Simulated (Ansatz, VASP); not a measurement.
# PbS2: VASP beside Ansatz, part 2 of 2

Aim: how closely do two programs agree when they are given the same cell, functional and k mesh? The cell is generated by rule, not measured, and may not be a known phase. The cell is taken from a series of runs on this material, whose earlier steps may have relaxed, scaled, displaced or heated it; both programs get it as it stands.

VASP 6.6.1 and Ansatz 0.2.0.

So far: Set-up; VASP: relaxation of cell and atoms, PBEsol, pair 1; Ansatz: relaxation of cell and atoms, PBEsol, pair 1; Differences.

## 5. Ansatz: relaxation of cell and atoms, PBEsol, pair 2

Level of this step: Ansatz beside VASP: Kohn-Sham DFT, plane waves, PBEsol (Ansatz).

The relaxed volume is the usual yardstick between codes: in a stiff, nearly cubic crystal its relative difference is about their pressure difference at one cell divided by the bulk modulus.

The cell is taken from a series of runs on this material, whose earlier steps may have relaxed, scaled, displaced or heated it; both programs get it as it stands.

input.yaml

```yaml
crystal:
  lattice:
    - [-2.7541857617, 2.7541857617, 2.3940041301]
    - [2.7541857617, -2.7541857617, 2.3940041301]
    - [2.7541857617, 2.7541857617, -2.3940041301]
  atoms:
    - { symbol: Pb, position: [0.0, 0.0, 0.0] }
    - { symbol: S, position: [0.75, 0.25, 0.5] }
    - { symbol: S, position: [0.25, 0.75, 0.5] }
kpoints:
  mp_grid: { grid: [10, 10, 10] }
hamiltonian:
  xc: pbesol
scf:
  occupations: { method: methfessel_paxton, width: 0.15 }
output:
  forces: true
  stress: true
  eigenvalues: true
relax:
  adjacent_minimum: "off"
  f_tol: 0.001
  max_steps: 60
  cell: { stress_tol: 0.01 }
```

Run with:

```bash
$ ansatz run input.yaml --threads 4 --pin off --max-ram 7168MiB --backend cpu --events-out ev --progress --plain --runs-dir out
```

Numbers of over 12 decimals in the logs are rounded to 6 here.

Output:

```text
[...]
Crystal: 3 atoms, lattice volume = 72.639 Å³
Basis set: ecut = 420 eV, 1393 PW (Γ), exchange–correlation on 64×64×64 points (8 copies of the dense FFT grid, shifted against one another)
Bands: 17, of which v1, the nominal top of the filled ones, is band 13 counted from 1 (12 counted from 0)
Symmetry: 16 space group operations
[...]
k-points: 102 of 1000
[...]
--- Relaxed structure (4 steps of the walk, 4 accepted, 1 SCFs on fresh bases) ---
[...]
cell:  # Å, volume = 72.6636 Å³
    - [-2.752029, 2.752029, 2.398563]
    - [2.752029, -2.752029, 2.398563]
    - [2.752029, 2.752029, -2.398563]
  atoms:
    - { symbol: Pb, position: [0, 0, 0] }
    - { symbol: S, position: [0.750000, 0.250000, 0.500000] }
    - { symbol: S, position: [0.250000, 0.750000, 0.500000] }
[key lines of the parts left out:]
SCF converged after 4 iterations
Free energy (F): -13525.279133 eV
Fermi energy:    7.341039 eV
P = ⅓ Tr σ = 0.0000 GPa (0.000 kbar)
```

## 6. VASP: relaxation of cell and atoms, PBEsol, pair 2

The same cell, functional, mesh and smearing now go to VASP, with its own data sets.

INCAR

```
SYSTEM = PbS2
PREC = Accurate
ENCUT = 500
EDIFF = 1E-07
NELM = 120
ISMEAR = 1
SIGMA = 0.15
LREAL = .FALSE.
ALGO = Normal
GGA = PS
NBANDS = 19
LORBIT = 11
LWAVE = .FALSE.
LCHARG = .FALSE.
ISIF = 3
IBRION = 2
NSW = 80
EDIFFG = -0.005
LASPH = .TRUE.
GGA_COMPAT = .FALSE.
NELMIN = 4
KPAR = 2
```

POSCAR

```
PbS2
1.0
   -2.7541860000      2.7541860000      2.3940040000
    2.7541860000     -2.7541860000      2.3940040000
    2.7541860000      2.7541860000     -2.3940040000
Pb S
1 2
Direct
    0.0000000000      0.0000000000      0.0000000000
    0.7500000000      0.2500000000      0.5000000000
    0.2500000000      0.7500000000      0.5000000000
```

KPOINTS

```
Automatic mesh
0
Gamma
10 10 10
0 0 0
```

PAW data sets: Pb_d and S (PBE family, release 64).

Run with:

```bash
$ mpirun -np 2 vasp_std
```

Output:

```text
[banner, memory and clock lines left out]
running    2 mpi-ranks, on    1 nodes
[...]
[... a notice as in an earlier step ...]

 LDA part: xc-table for (Slater+PW92), standard interpolation
 POSCAR, INCAR and KPOINTS ok, starting setup
[...]
entering main loop
       N       E                     dE             d eps       ncg     rms          rms(c)
DAV:   1     0.218534767101E+03    0.21853E+03   -0.11953E+04  3879   0.133E+03
DAV:   2     0.817028626867E+01   -0.21036E+03   -0.20267E+03  4155   0.337E+02
DAV:   3    -0.128738640998E+02   -0.21044E+02   -0.20465E+02  5214   0.110E+02
DAV:   4    -0.135887283034E+02   -0.71486E+00   -0.71204E+00  4757   0.208E+01
[...]
DAV:  13    -0.132889083159E+02   -0.46571E-06   -0.32789E-06  4505   0.127E-02    0.152E-03
DAV:  14    -0.132889084359E+02   -0.12000E-06   -0.38257E-07  4944   0.658E-03    0.805E-04
DAV:  15    -0.132889084763E+02   -0.40347E-07   -0.22358E-08  2473   0.105E-03
   1 F= -.13288908E+02 E0= -.13288619E+02  d E =-.132889E+02
[... from here on, the cycles between the ionic steps are left out ...]
   2 F= -.13289129E+02 E0= -.13288791E+02  d E =-.220866E-03
   3 F= -.13289134E+02 E0= -.13288802E+02  d E =-.225867E-03
   4 F= -.13289139E+02 E0= -.13288800E+02  d E =-.474997E-05
 trial-energy change:   -0.000005  1 .order   -0.000005   -0.000012    0.000003
 step:   0.8028(harm=  0.8028)  dis= 0.00000  next Energy=   -13.289139 (dE=-0.511E-05)
 reached required accuracy - stopping structural energy minimisation
```

Parts of OUTCAR (step 6):

```text
  Total        0.0034728      0.0034728      0.0036489      0.0000000     -0.0000000      0.0000000
  in kB        0.0766273      0.0766273      0.0805127      0.0000000     -0.0000000      0.0000000
  external PRESSURE =       0.0779224 kB  Pullay stress =       0.0000000 kB

 POSITION                                       TOTAL-FORCE (eV/Angst)
 -----------------------------------------------------------------------------------
      2.75091      2.75091      2.39880        -0.000000      0.000000      0.000000
      0.00000      2.75091      1.19940        -0.000000      0.000000      0.000000
      2.75091      0.00000      1.19940         0.000000     -0.000000     -0.000000
 -----------------------------------------------------------------------------------
    total drift:                                0.000000      0.000000     -0.000000

  FREE ENERGIE OF THE ION-ELECTRON SYSTEM (eV)
  ---------------------------------------------------
  free  energy   TOTEN  =       -13.2891390934 eV

  energy  without entropy=      -13.2881205948  energy(sigma->0) =      -13.28879959

[... 1 part as in an earlier step ...]

[... 3 further parts left out ...]
[key lines of the parts left out:]
E-fermi :   5.1231
```

The run keeps the 16 symmetry operations of its start, so it cannot find a distortion of lower symmetry.

## 7. Side by side

The two programs side by side:

```
                                         quantity  Ansatz   VASP  difference
                                      volume (Å³)   72.66  72.61     +0.07 %
edge a after relaxation, in the typed setting (Å)   4.572  4.571     +0.03 %
```

## 8. Ansatz: relaxation of cell and atoms, PBEsol, pair 3

The relaxed volume is the usual yardstick between codes: in a stiff, nearly cubic crystal its relative difference is about their pressure difference at one cell divided by the bulk modulus. This pair takes another cell of the material, with 6 atoms against 3 for the pair before.

The cell is taken from a series of runs on this material, whose earlier steps may have relaxed, scaled, displaced or heated it; both programs get it as it stands.

input.yaml, the sections that differ from step 5:

```yaml
crystal:
  lattice:
    - [4.1071937398, 0.0, 0.0]
    - [0.0, 4.1071937398, 0.0]
    - [0.0, 0.0, 8.9727421831]
  atoms:
    - { symbol: Pb, position: [0.5, 0.5, 0.5] }
    - { symbol: Pb, position: [0.0, 0.0, 0.0] }
    - { symbol: S, position: [0.0, 0.5, 0.8302403488] }
    - { symbol: S, position: [0.5, 0.0, 0.1697596512] }
    - { symbol: S, position: [0.0, 0.5, 0.3302403488] }
    - { symbol: S, position: [0.5, 0.0, 0.6697596512] }
kpoints:
  mp_grid: { grid: [8, 8, 4] }
# hamiltonian, scf, output, relax: as in step 5
```

Run with:

```bash
$ ansatz run input.yaml --threads 4 --pin off --max-ram 7168MiB --backend cpu --events-out ev --progress --plain --runs-dir out
```

Output:

```text
[...]
Crystal: 6 atoms, lattice volume = 151.362 Å³
Basis set: ecut = 420 eV, 2957 PW (Γ), exchange–correlation on 60×60×120 points (8 copies of the dense FFT grid, shifted against one another)
Bands: 32, of which v1, the nominal top of the filled ones, is band 26 counted from 1 (25 counted from 0)
Symmetry: 16 space group operations
[...]
k-points: 45 of 256
[...]
cell:  # Å, volume = 151.5281 Å³
    - [4.099507, 0, 0.0]
    - [0, 4.099507, 0.0]
    - [0.0, 0.0, 9.016332]
  atoms:
    - { symbol: Pb, position: [0.500000, 0.500000, 0.5] }
    - { symbol: Pb, position: [0, 0, 0.0] }
    - { symbol: S, position: [0, 0.500000, 0.830671] }
    - { symbol: S, position: [0.500000, 0, 0.169329] }
    - { symbol: S, position: [0, 0.500000, 0.330671] }
    - { symbol: S, position: [0.500000, 0, 0.669329] }
[key lines of the parts left out:]
SCF converged after 6 iterations
Free energy (F): -27049.094410 eV
Fermi energy:    6.533945 eV
P = ⅓ Tr σ = 0.0009 GPa (0.009 kbar)
```

## 9. VASP: relaxation of cell and atoms, PBEsol, pair 3

The same cell, functional, mesh and smearing now go to VASP, with its own data sets.

INCAR: that of step 6 with these lines changed.

```diff
@@ -10,3 +10,3 @@
 GGA = PS
-NBANDS = 19
+NBANDS = 32
 LORBIT = 11
```

POSCAR

```
PbS2
1.0
    4.1071940000      0.0000000000      0.0000000000
    0.0000000000      4.1071940000      0.0000000000
    0.0000000000      0.0000000000      8.9727420000
Pb S
2 4
Direct
    0.5000000000      0.5000000000      0.5000000000
    0.0000000000      0.0000000000      0.0000000000
    0.0000000000      0.5000000000      0.8302403546
    0.5000000000      0.0000000000      0.1697596454
    0.0000000000      0.5000000000      0.3302403546
    0.5000000000      0.0000000000      0.6697596454
```

KPOINTS

```
Automatic mesh
0
Gamma
8 8 4
0 0 0
```

Run with:

```bash
$ mpirun -np 2 vasp_std
```

Output:

```text
[banner, memory and clock lines left out]
running    2 mpi-ranks, on    1 nodes
[...]
[... a notice as in an earlier step ...]

 LDA part: xc-table for (Slater+PW92), standard interpolation
 POSCAR, INCAR and KPOINTS ok, starting setup
[...]
entering main loop
       N       E                     dE             d eps       ncg     rms          rms(c)
DAV:   1     0.533600683306E+03    0.53360E+03   -0.23077E+04  2880   0.160E+03
DAV:   2     0.442172541609E+02   -0.48938E+03   -0.47531E+03  3008   0.422E+02
DAV:   3    -0.230933845173E+02   -0.67311E+02   -0.65770E+02  3944   0.170E+02
DAV:   4    -0.259289357187E+02   -0.28356E+01   -0.28215E+01  3360   0.381E+01
[...]
DAV:  12    -0.251287553570E+02    0.75188E-05   -0.28743E-05  4056   0.573E-02    0.156E-02
DAV:  13    -0.251287557177E+02   -0.36076E-06   -0.64788E-06  3848   0.171E-02    0.274E-03
DAV:  14    -0.251287557510E+02   -0.33288E-07   -0.64620E-07  3112   0.498E-03
   1 F= -.25128756E+02 E0= -.25128707E+02  d E =-.251288E+02
[... from here on, the cycles between the ionic steps are left out ...]
   2 F= -.25128865E+02 E0= -.25128815E+02  d E =-.108946E-03
   3 F= -.25128870E+02 E0= -.25128820E+02  d E =-.113900E-03
   4 F= -.25128914E+02 E0= -.25128866E+02  d E =-.442739E-04
   5 F= -.25129039E+02 E0= -.25128998E+02  d E =-.169137E-03
   6 F= -.25129255E+02 E0= -.25129230E+02  d E =-.385777E-03
   7 F= -.25129540E+02 E0= -.25129549E+02  d E =-.670184E-03
   8 F= -.25129676E+02 E0= -.25129787E+02  d E =-.806653E-03
   9 F= -.25129767E+02 E0= -.25129906E+02  d E =-.905286E-04
  10 F= -.25129776E+02 E0= -.25129930E+02  d E =-.100070E-03
  11 F= -.25129797E+02 E0= -.25129979E+02  d E =-.207404E-04
  12 F= -.25129813E+02 E0= -.25129984E+02  d E =-.366325E-04
[...]
reached required accuracy - stopping structural energy minimisation
```

Parts of OUTCAR (step 9):

```text
  Total        0.0122798      0.0122798     -0.0025688      0.0000000      0.0000000      0.0000000
  in kB        0.1294819      0.1294819     -0.0270860      0.0000000      0.0000000      0.0000000
  external PRESSURE =       0.0772926 kB  Pullay stress =       0.0000000 kB

 POSITION                                       TOTAL-FORCE (eV/Angst)
 -----------------------------------------------------------------------------------
      2.03290      2.03290      4.59592         0.000000      0.000000      0.000000
      0.00000      0.00000      0.00000        -0.000000     -0.000000      0.000000
      0.00000      2.03290      7.65420        -0.000000      0.000000      0.000421
      2.03290      0.00000      1.53765        -0.000000     -0.000000     -0.000421
      0.00000      2.03290      3.05828         0.000000      0.000000      0.000421
      2.03290      0.00000      6.13357         0.000000     -0.000000     -0.000421
 -----------------------------------------------------------------------------------
    total drift:                                0.000000      0.000000      0.000000

  FREE ENERGIE OF THE ION-ELECTRON SYSTEM (eV)
  ---------------------------------------------------
  free  energy   TOTEN  =       -25.1298130066 eV

  energy  without entropy=      -25.1303245491  energy(sigma->0) =      -25.12998352

[... 1 part as in an earlier step ...]

[... 3 further parts left out ...]
[key lines of the parts left out:]
E-fermi :   4.3784
```

## 10. Comparison

Compared:

```
                                         quantity  Ansatz    VASP  difference
                                      volume (Å³)  151.53  151.95     -0.28 %
edge a after relaxation, in the typed setting (Å)   4.099   4.066     +0.83 %
edge c after relaxation, in the typed setting (Å)   9.016   9.192     -1.91 %
```

## 11. What came out

| Property | Result |
| --- | --- |
| difference in volume (relaxation of cell and atoms, PBEsol, pair 1) | 0.011 % |
| difference in volume (relaxation of cell and atoms, PBEsol, pair 2) | 0.072 % |
| difference in edge c after relaxation, in the typed setting (relaxation of cell and atoms, PBEsol, pair 3) | -1.9 % |

The difference in edge c after relaxation, in the typed setting is -1.9 % (relaxation of cell and atoms, PBEsol, pair 3), beyond the 1.2 % picked in this series as the mark of a large difference, as far as the stopping tolerances let one tell. 2 further runs of this series are not shown here. Such differences can come from data sets, numerical settings and the points named under the comparisons, not from the functional's error against experiment.

[Lines on the potential files, build, host, timing and source positions are cut from VASP's logs without a mark.]

[Logs are printed without paths, hosts, clocks, repeated set-up lines and the standing remarks that a program may print on its own settings, such as how far it seeks lower states.]

[Hosts, paths, dates, database ids (printed as entryN), source tags and the programs' standing remarks are cut or masked in the printed files.]
